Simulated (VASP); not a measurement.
These are PBEsol GGA, VASP's PBE PAW potentials (set 64) (plane waves; VASP) values and carry that method's errors.

VASP input:

KPOINTS:
```
Automatic mesh
0
G
9 6 1
```

INCAR:
```
! general
SYSTEM =ZrN(110) slab
PREC   =Normal
ENCUT  =450
LREAL  =.FALSE.   ! projection in real space or not
LASPH  =.TRUE.

! electronic loop
EDIFF  =1E-5
NELM   =100
NELMIN =4
ALGO   =Normal
LMAXMIX=4

! smearing
ISMEAR =1
SIGMA  =0.1

! functional
GGA    =PS   ! PBEsol

! ions
IBRION =2
NSW    =50   ! most ionic steps
ISIF   =2
EDIFFG =-0.03   ! ionic stop

! output
LWAVE  =.TRUE.
LCHARG =.FALSE.

! other
LDIPOL =.TRUE.
IDIPOL =3
DIPOL  =0.5 0.5 0.5
```

**POSCAR**
```
ZrN(110) slab
1
    3.2202006602     0.0000000000     0.0000000000
    0.0000000000     4.5540515285    -0.0000000000
   -0.0000000000    -0.0000000000    24.5756179038
Zr N
6 6
Direct
  0.0000000000   0.0000000000   0.3362100000
  0.5000000000   0.5000000000   0.4017260000
  0.0000000000   0.0000000000   0.4672420000
  0.5000000000   0.5000000000   0.5327580000
  0.0000000000   0.0000000000   0.5982740000
  0.5000000000   0.5000000000   0.6637900000
  0.5000000000   0.0000000000   0.4017260000
  0.0000000000   0.5000000000   0.3362100000
  0.5000000000   0.0000000000   0.5327580000
  0.0000000000   0.5000000000   0.4672420000
  0.5000000000   0.0000000000   0.6637900000
  0.0000000000   0.5000000000   0.5982740000
```

POTCAR, in this order: Zr_sv N (PBE.64 set). Program: vasp_std.

Output of the run:

### OSZICAR
```
...
DAV:  10    -0.123620346779E+03    0.61420E-01   -0.10312E+00  3400   0.409E+00    0.163E+00
DAV:  11    -0.123617599055E+03    0.27477E-02   -0.14314E-01  3240   0.137E+00    0.956E-01
DAV:  12    -0.123611671051E+03    0.59280E-02   -0.91030E-02  3336   0.128E+00    0.350E-01
DAV:  13    -0.123610475066E+03    0.11960E-02   -0.29364E-02  3024   0.869E-01    0.183E-01
DAV:  14    -0.123611038859E+03   -0.56379E-03   -0.32654E-03  3120   0.239E-01    0.837E-02
DAV:  15    -0.123612480417E+03   -0.14416E-02   -0.15162E-03  3024   0.173E-01    0.635E-02
DAV:  16    -0.123613931349E+03   -0.14509E-02   -0.92905E-04  2912   0.950E-02    0.300E-02
DAV:  17    -0.123614670291E+03   -0.73894E-03   -0.29943E-04  2544   0.409E-02    0.196E-02
DAV:  18    -0.123615060187E+03   -0.38990E-03   -0.15184E-04  2288   0.297E-02    0.102E-02
DAV:  19    -0.123615166131E+03   -0.10594E-03   -0.49285E-05  2048   0.218E-02    0.724E-03
DAV:  20    -0.123615251691E+03   -0.85560E-04   -0.31113E-05  1904   0.185E-02    0.381E-03
DAV:  21    -0.123615292205E+03   -0.40514E-04   -0.12953E-05  1856   0.136E-02    0.385E-03
DAV:  22    -0.123615328561E+03   -0.36356E-04   -0.38933E-06  1760   0.816E-03    0.185E-03
DAV:  23    -0.123615352969E+03   -0.24408E-04   -0.24826E-06  1680   0.619E-03    0.201E-03
DAV:  24    -0.123615369267E+03   -0.16298E-04   -0.14107E-06  1672   0.469E-03    0.158E-03
DAV:  25    -0.123615374829E+03   -0.55618E-05   -0.40044E-07  1560   0.238E-03
   1 F= -.12361537E+03 E0= -.12361518E+03  d E =-.123615E+03
       N       E                     dE             d eps       ncg     rms          rms(c)
DAV:   1    -0.123688579393E+03   -0.73210E-01   -0.16931E+02  2440   0.692E+01    0.454E+00
DAV:   2    -0.124127845506E+03   -0.43927E+00   -0.49269E+00  3027   0.109E+01    0.256E+00
DAV:   3    -0.124127402229E+03    0.44328E-03   -0.54332E-01  3564   0.282E+00    0.137E+00
DAV:   4    -0.124124720559E+03    0.26817E-02   -0.44936E-01  2947   0.277E+00    0.912E-01
DAV:   5    -0.124105968149E+03    0.18752E-01   -0.16333E-01  3174   0.177E+00    0.302E-01
DAV:   6    -0.124105504634E+03    0.46352E-03   -0.97756E-03  2879   0.434E-01    0.117E-01
DAV:   7    -0.124105380840E+03    0.12379E-03   -0.14535E-03  3192   0.190E-01    0.598E-02
DAV:   8    -0.124105378476E+03    0.23639E-05   -0.26427E-04  3200   0.699E-02    0.274E-02
DAV:   9    -0.124105390393E+03   -0.11916E-04   -0.68382E-05  2368   0.300E-02    0.111E-02
DAV:  10    -0.124105407000E+03   -0.16607E-04   -0.74700E-06  1811   0.112E-02    0.525E-03
DAV:  11    -0.124105420182E+03   -0.13182E-04   -0.45089E-06  1792   0.675E-03    0.314E-03
DAV:  12    -0.124105431572E+03   -0.11390E-04   -0.34104E-06  1793   0.520E-03    0.189E-03
DAV:  13    -0.124105438074E+03   -0.65028E-05   -0.22389E-06  1755   0.369E-03
   2 F= -.12410544E+03 E0= -.12410513E+03  d E =-.490063E+00
       N       E                     dE             d eps       ncg     rms          rms(c)
DAV:   1    -0.124105848783E+03   -0.41721E-03   -0.13638E+01  2440   0.198E+01    0.136E+00
DAV:   2    -0.124134527872E+03   -0.28679E-01   -0.33092E-01  3032   0.293E+00    0.868E-01
DAV:   3    -0.124135108946E+03   -0.58107E-03   -0.38131E-02  3451   0.753E-01    0.386E-01
DAV:   4    -0.124134585940E+03    0.52301E-03   -0.28235E-02  2883   0.746E-01    0.221E-01
DAV:   5    -0.124133544750E+03    0.10412E-02   -0.13020E-02  3118   0.559E-01    0.758E-02
DAV:   6    -0.124133363901E+03    0.18085E-03   -0.13894E-03  2987   0.169E-01    0.311E-02
DAV:   7    -0.124133359129E+03    0.47720E-05   -0.13108E-04  3083   0.578E-02    0.156E-02
DAV:   8    -0.124133359374E+03   -0.24470E-06   -0.14089E-05  1904   0.178E-02
   3 F= -.12413336E+03 E0= -.12413237E+03  d E =-.517985E+00
       N       E                     dE             d eps       ncg     rms          rms(c)
DAV:   1    -0.124132942825E+03    0.41630E-03   -0.11161E-01  2490   0.179E+00    0.123E-01
DAV:   2    -0.124133161114E+03   -0.21829E-03   -0.25994E-03  3024   0.265E-01    0.835E-02
DAV:   3    -0.124133164361E+03   -0.32469E-05   -0.28485E-04  3187   0.653E-02    0.342E-02
DAV:   4    -0.124133162870E+03    0.14913E-05   -0.21350E-04  2406   0.667E-02    0.184E-02
DAV:   5    -0.124133153912E+03    0.89571E-05   -0.10704E-04  2315   0.499E-02    0.627E-03
DAV:   6    -0.124133152893E+03    0.10197E-05   -0.11440E-05  1695   0.162E-02
   4 F= -.12413315E+03 E0= -.12413219E+03  d E =-.517778E+00
       N       E                     dE             d eps       ncg     rms          rms(c)
DAV:   1    -0.124136161580E+03   -0.30077E-02   -0.11282E+00  2440   0.565E+00    0.226E-01
DAV:   2    -0.124137867885E+03   -0.17063E-02   -0.20946E-02  2711   0.765E-01    0.128E-01
DAV:   3    -0.124137905979E+03   -0.38095E-04   -0.20837E-03  3648   0.203E-01    0.809E-02
DAV:   4    -0.124137891431E+03    0.14549E-04   -0.14572E-03  2968   0.172E-01    0.460E-02
DAV:   5    -0.124137832646E+03    0.58785E-04   -0.48459E-04  2702   0.103E-01    0.182E-02
DAV:   6    -0.124137832967E+03   -0.32147E-06   -0.22137E-05  2110   0.240E-02
   5 F= -.12413783E+03 E0= -.12413684E+03  d E =-.468007E-02
       N       E                     dE             d eps       ncg     rms          rms(c)
DAV:   1    -0.124129052886E+03    0.87798E-02   -0.98885E+00  2440   0.167E+01    0.686E-01
DAV:   2    -0.124144129888E+03   -0.15077E-01   -0.18535E-01  2667   0.229E+00    0.382E-01
DAV:   3    -0.124144481442E+03   -0.35155E-03   -0.18168E-02  3688   0.602E-01    0.234E-01
DAV:   4    -0.124144401850E+03    0.79592E-04   -0.11573E-02  3003   0.496E-01    0.128E-01
DAV:   5    -0.124143924032E+03    0.47782E-03   -0.39207E-03  3235   0.299E-01    0.555E-02
DAV:   6    -0.124143930127E+03   -0.60953E-05   -0.19045E-04  3198   0.648E-02    0.283E-02
DAV:   7    -0.124143925606E+03    0.45209E-05   -0.47835E-05  2472   0.358E-02
   6 F= -.12414393E+03 E0= -.12414301E+03  d E =-.107727E-01
       N       E                     dE             d eps       ncg     rms          rms(c)
DAV:   1    -0.124144160980E+03   -0.23085E-03   -0.19426E+00  2450   0.733E+00    0.271E-01
DAV:   2    -0.124147261197E+03   -0.31002E-02   -0.39517E-02  3009   0.104E+00    0.160E-01
DAV:   3    -0.124147235079E+03    0.26118E-04   -0.45780E-03  3478   0.317E-01    0.106E-01
DAV:   4    -0.124147151698E+03    0.83381E-04   -0.19966E-03  3179   0.210E-01    0.537E-02
DAV:   5    -0.124147102985E+03    0.48712E-04   -0.51080E-04  3048   0.114E-01    0.191E-02
DAV:   6    -0.124147104038E+03   -0.10523E-05   -0.38600E-05  2364   0.312E-02
   7 F= -.12414710E+03 E0= -.12414617E+03  d E =-.317843E-02
       N       E                     dE             d eps       ncg     rms          rms(c)
DAV:   1    -0.124146898740E+03    0.20425E-03   -0.37173E-01  2470   0.320E+00    0.120E-01
DAV:   2    -0.124147487748E+03   -0.58901E-03   -0.76158E-03  3022   0.455E-01    0.714E-02
DAV:   3    -0.124147483688E+03    0.40597E-05   -0.88329E-04  3470   0.140E-01    0.475E-02
DAV:   4    -0.124147467205E+03    0.16483E-04   -0.39013E-04  2627   0.922E-02    0.236E-02
DAV:   5    -0.124147458790E+03    0.84151E-05   -0.10042E-04  2459   0.516E-02    0.811E-03
DAV:   6    -0.124147459328E+03   -0.53788E-06   -0.67830E-06  1581   0.148E-02
   8 F= -.12414746E+03 E0= -.12414654E+03  d E =-.353372E-02
       N       E                     dE             d eps       ncg     rms          rms(c)
DAV:   1    -0.124147539388E+03   -0.80598E-04   -0.97372E-02  2475   0.155E+00    0.791E-02
DAV:   2    -0.124147692771E+03   -0.15338E-03   -0.19125E-03  3118   0.213E-01    0.508E-02
DAV:   3    -0.124147685862E+03    0.69086E-05   -0.26333E-04  2979   0.729E-02    0.283E-02
DAV:   4    -0.124147683033E+03    0.28286E-05   -0.16146E-04  2414   0.631E-02    0.145E-02
DAV:   5    -0.124147677483E+03    0.55507E-05   -0.49498E-05  2126   0.355E-02
   9 F= -.12414768E+03 E0= -.12414675E+03  d E =-.218155E-03
```

OUTCAR:
```
------------------------ aborting loop because EDIFF is reached ----------------------------------------
  FORCE on cell =-STRESS in cart. coord.  units (eV):
  Direction    XX          YY          ZZ          XY          YZ          ZX
  --------------------------------------------------------------------------------------
  Total        3.3854315     -9.9325874     -0.8076390      0.0000000      0.0000000      0.0000000
  in kB       15.0500969    -44.1557896     -3.5903976      0.0000000      0.0000000      0.0000000
  external PRESSURE =     -10.8986968 kB  Pullay stress =       0.0000000 kB
  volume of cell :      360.40
      direct lattice vectors                 reciprocal lattice vectors
     3.220200660  0.000000000  0.000000000     0.310539654  0.000000000  0.000000000
     0.000000000  4.554051528  0.000000000     0.000000000  0.219584692  0.000000000
     0.000000000  0.000000000 24.575617904     0.000000000  0.000000000  0.040690737
 POSITION                                       TOTAL-FORCE (eV/Angst)
 -----------------------------------------------------------------------------------
      0.00000      0.00000      8.40677         0.000000      0.000000     -0.001785
      1.61010      2.27703      9.79538         0.000000      0.000000      0.011458
      0.00000      0.00000     11.45649         0.000000      0.000000     -0.006938
      1.61010      2.27703     13.11912         0.000000      0.000000      0.006938
      0.00000      0.00000     14.78024         0.000000      0.000000     -0.011458
      1.61010      2.27703     16.16885         0.000000      0.000000      0.001785
      1.61010      0.00000      9.84643         0.000000      0.000000     -0.006696
      0.00000      2.27703      8.34036         0.000000      0.000000      0.013224
      1.61010      0.00000     13.08249         0.000000      0.000000      0.004790
      0.00000      2.27703     11.49313         0.000000      0.000000     -0.004790
      1.61010      0.00000     16.23526         0.000000      0.000000     -0.013224
      0.00000      2.27703     14.72918         0.000000      0.000000      0.006696
 -----------------------------------------------------------------------------------
    total drift:                                0.000000     -0.000000      0.000000
  FREE ENERGIE OF THE ION-ELECTRON SYSTEM (eV)
  ---------------------------------------------------
  free  energy   TOTEN  =      -124.1476774826 eV

  energy  without entropy=     -124.1449017337  energy(sigma->0) =     -124.14675223

 reached required accuracy - stopping structural energy minimisation
```
(Selected blocks of OUTCAR.)

**CONTCAR**
```
ZrN(110) slab
   1.00000000000000
     3.2202006602000002    0.0000000000000000    0.0000000000000000
     0.0000000000000000    4.5540515284999996    0.0000000000000000
     0.0000000000000000    0.0000000000000000   24.5756179038000013
  Zr              N
     6     6
Direct
     0.0000000000000000    0.0000000000000000    0.3420776926272545
     0.5000000000000000    0.5000000000000000    0.3985810712743544
     0.0000000000000000    0.0000000000000000    0.4661732043889148
     0.5000000000000000    0.5000000000000000    0.5338267956110850
     0.0000000000000000    0.0000000000000000    0.6014189287256455
     0.5000000000000000    0.5000000000000000    0.6579223073727456
     0.5000000000000000    0.0000000000000000    0.4006586624478097
     0.0000000000000000    0.5000000000000000    0.3393754235192555
     0.5000000000000000    0.0000000000000000    0.5323359872640422
     0.0000000000000000    0.5000000000000000    0.4676640127359576
     0.5000000000000000    0.0000000000000000    0.6606245764807446
     0.0000000000000000    0.5000000000000000    0.5993413375521901
```

File OUTCAR:
```
 val. band max:        2.9933432188   @ k =   0.2222   0.1667   0.0000

 cond. band min:       3.0065057593   @ k =   0.0000   0.0000   0.0000


 Fermi energy:         2.9970893386

 k-point     1 :       0.0000    0.0000    0.0000
  band No.  band energies     occupation
      1     -46.3155      2.00000
      2     -46.2944      2.00000
      3     -46.2354      2.00000
      4     -46.1591      2.00000
      5     -46.0050      2.00000
      6     -46.0016      2.00000
      7     -24.9229      2.00000
      8     -24.8848      2.00000
      9     -24.8498      2.00000
     10     -24.7533      2.00000
     11     -24.5272      2.00000
     12     -24.5197      2.00000
     13     -24.3713      2.00000
     14     -24.3047      2.00000
     15     -24.2954      2.00000
     16     -24.2415      2.00000
     17     -24.2390      2.00000
     18     -24.1359      2.00000
     19     -24.0306      2.00000
     20     -24.0097      2.00000
     21     -23.9405      2.00000
     22     -23.9021      2.00000
     23     -23.8508      2.00000
     24     -23.8471      2.00000
     25     -12.9804      2.00000
     26     -12.6586      2.00000
     27     -12.0884      2.00000
     28     -12.0136      2.00000
     29     -10.8557      2.00000
     30     -10.8133      2.00000
     31      -3.4874      2.00000
     32      -3.1956      2.00000
     33      -2.3251      2.00000
     34      -2.2978      2.00000
     35      -2.2804      2.00000
     36      -1.8467      2.00000
     37      -1.6745      2.00000
     38      -1.6325      2.00000
     39      -1.4466      2.00000
     40      -1.1506      2.00000
     41      -1.0067      2.00000
     42      -0.7839      2.00000
     43      -0.4484      2.00000
     44       0.0585      2.00000
     45       0.1959      2.00000
     46       0.5377      2.00000
     47       0.6337      2.00000
     48       0.8554      2.00000
     49       1.2229      2.00000
     50       2.1810      2.00000
     51       2.8500      2.05783
...
```

At this cut-off the stress carries a Pulay error, which pulls relaxed volumes low.

The cell is a thin slab with vacuum, built from ZrN (rock salt): (110) face.
